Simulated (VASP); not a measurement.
# MgO: a GW gap and what it depends on

Aim: test the GW correction to the gap of MgO. The starting structure is a measured crystal structure from the Crystallography Open Database. Cell and atoms stay as given.

Main program and level: VASP 6.6.1; GW on LDA orbitals, with plane waves and PAW data sets made for GW.

### Step 1. Set-up

Symmetry: Fm-3m, No. 225, cubic system. Conventional cell: a = 4.210 Å, b = 4.210 Å, c = 4.210 Å, α = 90.00°, β = 90.00°, γ = 90.00°. Nearest to Mg lie 6 O at 2.11 Å. O has 6 Mg at 2.11 Å nearest. Farther neighbours and most contacts between anions are not listed.

### Step 2. G0W0 (response cutoff 100 eV, 5×5×5 mesh)

It reads the orbitals and their derivatives (WAVECAR and WAVEDER) of a run with the empty bands, which follows a ground-state run; neither is shown.

Contents of INCAR:

```
SYSTEM = MgO
PREC = Accurate
ENCUT = 440
ISMEAR = 0
SIGMA = 0.01
LREAL = .FALSE.
GGA = CA
NBANDS = 44
ALGO = EVGW0
NELMGW = 1
ENCUTGW = 100
NOMEGA = 40
PRECFOCK = Fast
NBANDSGW = 12
LWAVE = .FALSE.
LCHARG = .FALSE.
```

Contents of POSCAR:

```
MgO
1.0
    0.0000000000      2.1052050000      2.1052050000
    2.1052050000      0.0000000000      2.1052050000
    2.1052050000      2.1052050000      0.0000000000
Mg O
1 1
Direct
    0.0000000000      0.0000000000      0.0000000000
    0.5000000000      0.5000000000      0.5000000000
```

Contents of KPOINTS:

```
Automatic mesh
0
Gamma
5 5 5
0 0 0
```

The projector-augmented-wave data sets are Mg_GW and O_GW (LDA family, release 64).

Started as:

```console
$ mpirun -np 4 vasp_std
```

Output:

```text
[banner, memory and clock lines left out]
running    4 mpi-ranks, on    1 nodes
 distrk:  each k-point on    4 cores,    1 groups
 distr:  one band on    1 cores,    4 groups

 POSCAR found type information on POSCAR MgO
 POSCAR found :  2 types and       2 ions
|                                                                             |
|           W    W    AA    RRRRR   N    N  II  N    N   GGGG   !!!           |
|           W    W   A  A   R    R  NN   N  II  NN   N  G    G  !!!           |
|           W    W  A    A  R    R  N N  N  II  N N  N  G       !!!           |
|           W WW W  AAAAAA  RRRRR   N  N N  II  N  N N  G  GGG   !            |
|           WW  WW  A    A  R   R   N   NN  II  N   NN  G    G                |
|           W    W  A    A  R    R  N    N  II  N    N   GGGG   !!!           |
|                                                                             |
|     The default for ENCUTGWSOFT is different in this version of VASP.       |
|     please manually set ENCUTGWSOFT =100 in the INCAR file.                 |
|                                                                             |

 LDA part: xc-table for (Slater(with rela. corr.)+CA(PZ))
 , standard interpolation
 found WAVECAR, reading the header
 POSCAR, INCAR and KPOINTS ok, starting setup
 FFT: planning ... GRIDC
 FFT: planning ... GRID_SOFT
 FFT: planning ... GRID
 reading WAVECAR
 the WAVECAR file was read successfully
 initial charge from wavefunction
 available memory per node:    149.40 GB, setting MAXMEM to    152990

 The Fermi energy was updated, please check that it is located mid-gap
 values below the HOMO (VB) or above the LUMO (CB) will cause erroneous energies
 E-fermi :   5.2237

 calculate exact exchange contribution
 the WAVEDER file was read successfully
energies w=
    0.000    0.000    1.031    0.000    2.055    0.000    3.068    0.000
    4.065    0.000    5.042    0.000    5.998    0.000    6.934    0.000
    7.848    0.000    8.744    0.000    9.624    0.000   10.492    0.000
   11.351    0.000   12.207    0.000   13.063    0.000   13.925    0.000
   14.799    0.000   15.691    0.000   16.609    0.000   17.561    0.000
   18.557    0.000   19.607    0.000   20.724    0.000   21.925    0.000
   23.230    0.000   24.663    0.000   26.257    0.000   28.051    0.000
   30.101    0.000   32.481    0.000   35.294    0.000   38.687    0.000
   42.876    0.000   48.200    0.000   55.204    0.000   64.842    0.000
   78.932    0.000  101.432    0.000  142.886    0.000  243.913    0.000
 responsefunction array rank=      52
 LDA part: xc-table for (Slater(with rela. corr.)+CA(PZ))
 , standard interpolation

 min. memory requirement per mpi rank     59.8 MB, per node    239.1 MB

 allocating  10 responsefunctions rank=    52
 shmem allocating  40 responsefunctions rank=    52
 response function shared by NCSHMEM nodes    1
 Doing           10  frequencies on each core in blocks of           40
NQ=   1    0.0000    0.0000    0.0000,
|.........|.........|.........|.........|.........|.........|.........|.........
 performed         50000 updates of chi_q(r,r)
 total number of BLAS operations          1.05 Gflops
NQ=   2    0.2000    0.0000    0.0000,
|.........|.........|.........|.........|.........|.........|.........|.........
 performed        162000 updates of chi_q(r,r)
 total number of BLAS operations          2.96 Gflops
NQ=   3    0.4000    0.0000    0.0000,
|.........|.........|.........|.........|.........|.........|.........|.........
 performed        274000 updates of chi_q(r,r)
 total number of BLAS operations          4.63 Gflops
NQ=   4    0.2000    0.2000    0.0000,
|.........|.........|.........|.........|.........|.........|.........|.........
 performed        372000 updates of chi_q(r,r)
 total number of BLAS operations          6.08 Gflops
NQ=   5    0.4000    0.2000    0.0000,
|.........|.........|.........|.........|.........|.........|.........|.........
 performed        531000 updates of chi_q(r,r)
 total number of BLAS operations          8.55 Gflops
NQ=   6   -0.4000    0.2000    0.0000,
|.........|.........|.........|.........|.........|.........|.........|.........
 performed        690000 updates of chi_q(r,r)
 total number of BLAS operations         10.39 Gflops
NQ=   7   -0.2000    0.2000    0.0000,
|.........|.........|.........|.........|.........|.........|.........|.........
 performed        819000 updates of chi_q(r,r)
 total number of BLAS operations         12.31 Gflops
NQ=   8    0.4000    0.4000    0.0000,
|.........|.........|.........|.........|.........|.........|.........|.........
 performed        917000 updates of chi_q(r,r)
 total number of BLAS operations         13.57 Gflops
NQ=   9   -0.4000    0.4000    0.0000,
|.........|.........|.........|.........|.........|.........|.........|.........
 performed       1046000 updates of chi_q(r,r)
 total number of BLAS operations         15.23 Gflops
NQ=  10   -0.4000    0.4000    0.2000,
|.........|.........|.........|.........|.........|.........|.........|.........
 performed       1207000 updates of chi_q(r,r)
 total number of BLAS operations         17.40 Gflops
 resolving degeneracies of screened two electron integrals

 calculate QP shifts <psi_nk| G(iteration)W_0 |psi_nk>: iteration 1
 entering main loop
```

The job ended after 8 s (4 MPI ranks of Intel Xeon Platinum 8375C at 2.90GHz (Ice Lake), shared host; peak memory 0.48 GiB; 25 s of CPU time).

Lines that name or quote the potential files are left out of all logs, and their timing lines are given in words.

Parts of OUTCAR (step 2):

```text
ion  position               nearest neighbor table
   1  0.000  0.000  0.000-   2 2.11   2 2.11   2 2.11   2 2.11   2 2.11   2 2.11
   2  0.500  0.500  0.500-   1 2.11   1 2.11   1 2.11   1 2.11   1 2.11   1 2.11

  LATTYP: Found a face centered cubic cell.
 ALAT       =     4.2104100000

 Subroutine GETGRP returns: Found 48 space group operations
 (whereof 48 operations were pure point group operations)

The static configuration has the point symmetry O_h .

 Found     10 irreducible k-points:

   k-points           NKPTS =     10   k-points in BZ     NKDIM =    125   number of bands    NBANDS=     44

   dimension x,y,z NGX =    20 NGY =   20 NGZ =   20
   dimension x,y,z NGXF=    40 NGYF=   40 NGZF=   40

   ENCUT  =  440.0 eV  32.34 Ry    5.69 a.u.   5.09  5.09  5.09*2*pi/ulx,y,z

   NELECT =       8.0000    total number of electrons

  energy-cutoff  :      440.00
  volume of cell :       18.66
      direct lattice vectors                 reciprocal lattice vectors
     0.000000000  2.105205000  2.105205000    -0.237506561  0.237506561  0.237506561
     2.105205000  0.000000000  2.105205000     0.237506561 -0.237506561  0.237506561
     2.105205000  2.105205000  0.000000000     0.237506561  0.237506561 -0.237506561

 k-points in reciprocal lattice and weights: Automatic mesh
   0.00000000  0.00000000  0.00000000       0.008
   0.20000000  0.00000000  0.00000000       0.064
   0.40000000  0.00000000  0.00000000       0.064
   0.20000000  0.20000000  0.00000000       0.048
   0.40000000  0.20000000  0.00000000       0.192
  -0.40000000  0.20000000  0.00000000       0.192
  -0.20000000  0.20000000  0.00000000       0.096
   0.40000000  0.40000000  0.00000000       0.048
  -0.40000000  0.40000000  0.00000000       0.096
  -0.40000000  0.40000000  0.20000000       0.192

 E-fermi :   5.2237

 QP shifts <psi_nk| G(iteration)W_0 |psi_nk>: iteration 1
 for sc-GW calculations column KS-energies equals QP-energies in previous step
 and V_xc(KS)=  KS-energies - (<T + V_ion + V_H > + <T+V_H+V_ion>^1  + <V_x>^1)
 k-point   1 :       0.0000    0.0000    0.0000
  band No.  KS-energies  QP-energies   sigma(KS)   V_xc(KS)     V^pw_x(r,r')   Z            occupation Imag(sigma)
      1     -14.1209     -16.3473     -20.9270     -17.8014     -29.6017       0.7123       2.0000       1.2245
      2       2.8909       1.9316     -21.0392     -19.8149     -25.1609       0.7835       2.0000       0.1303
      3       2.8909       1.9316     -21.0392     -19.8149     -25.1609       0.7835       2.0000       0.1303
      4       2.8909       1.9316     -21.0392     -19.8149     -25.1609       0.7835       2.0000       0.1303
      5       7.5564       9.0618     -10.8668     -12.6706      -7.5528       0.8346       0.0000      -0.0890
      6      18.4253      20.2406      -7.4859      -9.6840      -3.0856       0.8259       0.0000      -0.1564
      7      18.4253      20.2406      -7.4859      -9.6840      -3.0856       0.8259       0.0000      -0.1564
      8      18.4253      20.2406      -7.4859      -9.6840      -3.0856       0.8259       0.0000      -0.1564
    ...

 k-point   2 :       0.2000    0.0000    0.0000
  band No.  KS-energies  QP-energies   sigma(KS)   V_xc(KS)     V^pw_x(r,r')   Z            occupation Imag(sigma)
      1     -13.7063     -15.9445     -21.2816     -18.1430     -29.9012       0.7131       2.0000       1.1798
      2       0.8898      -0.3156     -18.8589     -17.3127     -22.8663       0.7796       2.0000       0.1503
      3       2.6462       1.6492     -20.8226     -19.5486     -24.9684       0.7825       2.0000       0.1331
      4       2.6462       1.6492     -20.8226     -19.5486     -24.9684       0.7825       2.0000       0.1331
      5       9.3567      11.0573     -11.7317     -13.7933      -8.4119       0.8249       0.0000      -0.0954
      6      15.7019      17.4938      -8.5760     -10.7671      -4.2608       0.8179       0.0000      -0.1472
      7      19.1317      21.0079      -7.6992      -9.9935      -3.1932       0.8178       0.0000      -0.1745
      8      19.1317      21.0079      -7.6992      -9.9935      -3.1932       0.8178       0.0000      -0.1745
    ...

 k-point   3 :       0.4000    0.0000    0.0000
  band No.  KS-energies  QP-energies   sigma(KS)   V_xc(KS)     V^pw_x(r,r')   Z            occupation Imag(sigma)
      1     -12.9207     -15.2199     -22.0883     -18.9238     -30.6324       0.7266       2.0000       1.0987
      2      -1.4490      -2.8882     -17.2191     -15.3287     -21.5564       0.7614       2.0000       0.2039
      3       2.2826       1.2326     -20.5383     -19.1928     -24.7310       0.7804       2.0000       0.1379
      4       2.2826       1.2326     -20.5383     -19.1928     -24.7310       0.7804       2.0000       0.1379
      5      10.5894      12.1945      -9.3725     -11.2988      -5.5982       0.8332       0.0000      -0.1059
      6      15.1306      17.4505     -12.3294     -15.2734      -8.0569       0.7880       0.0000      -0.1631
      7      18.9737      20.9893      -7.5505     -10.0026      -3.1070       0.8220       0.0000      -0.1612
      8      18.9737      20.9893      -7.5505     -10.0026      -3.1070       0.8220       0.0000      -0.1612
    ...

 k-point   4 :       0.2000    0.2000    0.0000
  band No.  KS-energies  QP-energies   sigma(KS)   V_xc(KS)     V^pw_x(r,r')   Z            occupation Imag(sigma)
      1     -13.5824     -15.8324     -21.3921     -18.2532     -29.9984       0.7168       2.0000       1.1681
      2       0.8418      -0.3622     -18.8571     -17.3115     -22.8643       0.7790       2.0000       0.1505
      3       2.3560       1.3027     -20.4940     -19.1453     -24.6409       0.7809       2.0000       0.1359
      4       2.3560       1.3027     -20.4940     -19.1453     -24.6409       0.7809       2.0000       0.1359
      5      10.0110      11.8316     -12.2902     -14.5136      -8.9620       0.8188       0.0000      -0.0987
      6      14.7086      16.3026      -7.3590      -9.2740      -3.1505       0.8323       0.0000      -0.1275
      7      19.2791      21.3588      -7.5397     -10.0865      -2.9957       0.8166       0.0000      -0.1771
      8      19.5762      21.5743      -8.5711     -11.0531      -3.8668       0.8050       0.0000      -0.2089
    ...

[... 4 further parts left out ...]
```

G0W0 (response cutoff 100 eV, 5×5×5 mesh): the quasiparticle gap on this mesh is 7.130 eV, +2.465 eV from the LDA gap on the same points, with 44 bands.

### Step 3. G0W0 (response cutoff 160 eV, 5×5×5 mesh)

It reads the orbitals and their derivatives (WAVECAR and WAVEDER) of a run with the empty bands, which follows a ground-state run; neither is shown.

Edit INCAR of step 2 so:

```diff
@@ -7,6 +7,6 @@
 GGA = CA
-NBANDS = 44
+NBANDS = 88
 ALGO = EVGW0
 NELMGW = 1
-ENCUTGW = 100
+ENCUTGW = 160
 NOMEGA = 40
```

POSCAR is that of step 2.

KPOINTS is that of step 2.

Started as:

```console
$ mpirun -np 4 vasp_std
```

Output:

```text
[banner, memory and clock lines left out]
running    4 mpi-ranks, on    1 nodes
[...]
|                                                                             |
|           W    W    AA    RRRRR   N    N  II  N    N   GGGG   !!!           |
|           W    W   A  A   R    R  NN   N  II  NN   N  G    G  !!!           |
|           W    W  A    A  R    R  N N  N  II  N N  N  G       !!!           |
|           W WW W  AAAAAA  RRRRR   N  N N  II  N  N N  G  GGG   !            |
|           WW  WW  A    A  R   R   N   NN  II  N   NN  G    G                |
|           W    W  A    A  R    R  N    N  II  N    N   GGGG   !!!           |
|                                                                             |
|     The default for ENCUTGWSOFT is different in this version of VASP.       |
|     please manually set ENCUTGWSOFT =160 in the INCAR file.                 |
|                                                                             |

 LDA part: xc-table for (Slater(with rela. corr.)+CA(PZ))
[...]
total number of BLAS operations         58.82 Gflops
NQ=   6   -0.4000    0.2000    0.0000,
|.........|.........|.........|.........|.........|.........|.........|.........
 performed       1407000 updates of chi_q(r,r)
 total number of BLAS operations         78.81 Gflops
NQ=   7   -0.2000    0.2000    0.0000,
|.........|.........|.........|.........|.........|.........|.........|.........
 performed       1670000 updates of chi_q(r,r)
 total number of BLAS operations         94.04 Gflops
NQ=   8    0.4000    0.4000    0.0000,
|.........|.........|.........|.........|.........|.........|.........|.........
 performed       1870000 updates of chi_q(r,r)
 total number of BLAS operations        106.44 Gflops
NQ=   9   -0.4000    0.4000    0.0000,
|.........|.........|.........|.........|.........|.........|.........|.........
 performed       2133000 updates of chi_q(r,r)
 total number of BLAS operations        124.68 Gflops
NQ=  10   -0.4000    0.4000    0.2000,
|.........|.........|.........|.........|.........|.........|.........|.........
 performed       2459000 updates of chi_q(r,r)
 total number of BLAS operations        144.02 Gflops
 resolving degeneracies of screened two electron integrals

 calculate QP shifts <psi_nk| G(iteration)W_0 |psi_nk>: iteration 1
 entering main loop
[key lines of the parts left out:]
E-fermi :   5.2237
```

Elapsed: 13 s, on 4 MPI ranks; peak memory 0.54 GiB; 47 s of CPU time.

Parts of OUTCAR (step 3):

```text
 QP shifts <psi_nk| G(iteration)W_0 |psi_nk>: iteration 1
 for sc-GW calculations column KS-energies equals QP-energies in previous step
 and V_xc(KS)=  KS-energies - (<T + V_ion + V_H > + <T+V_H+V_ion>^1  + <V_x>^1)
 k-point   1 :       0.0000    0.0000    0.0000
  band No.  KS-energies  QP-energies   sigma(KS)   V_xc(KS)     V^pw_x(r,r')   Z            occupation Imag(sigma)
      1     -14.1209     -16.4193     -21.0827     -17.8014     -29.6017       0.7004       2.0000       1.2270
      2       2.8909       1.7050     -21.3335     -19.8149     -25.1609       0.7809       2.0000       0.1450
      3       2.8909       1.7050     -21.3335     -19.8149     -25.1609       0.7809       2.0000       0.1450
      4       2.8909       1.7050     -21.3335     -19.8149     -25.1609       0.7809       2.0000       0.1450
      5       7.5564       9.0358     -10.8914     -12.6706      -7.5528       0.8315       0.0000      -0.0648
      6      18.4253      20.1336      -7.6161      -9.6840      -3.0856       0.8261       0.0000      -0.1426
      7      18.4253      20.1336      -7.6161      -9.6840      -3.0856       0.8261       0.0000      -0.1426
      8      18.4253      20.1336      -7.6161      -9.6840      -3.0856       0.8261       0.0000      -0.1426
    ...

[... 1 part as in an earlier step ...]

[... 2 further parts left out ...]
[key lines of the parts left out:]
E-fermi :   5.2237
```

G0W0 (response cutoff 160 eV, 5×5×5 mesh): the quasiparticle gap on this mesh is 7.331 eV, +2.665 eV from the LDA gap on the same points, with 88 bands.

(Continued in part 2 of 3.)

[Lines on the potential files, build, host, timing and source positions are cut from VASP's logs without a mark.]

[Logs are printed without paths, hosts, clocks, repeated set-up lines and the standing remarks that a program may print on its own settings, such as how far it seeks lower states.]

[Hosts, paths, dates, database ids (printed as entryN), source tags and the programs' standing remarks are cut or masked in the printed files.]
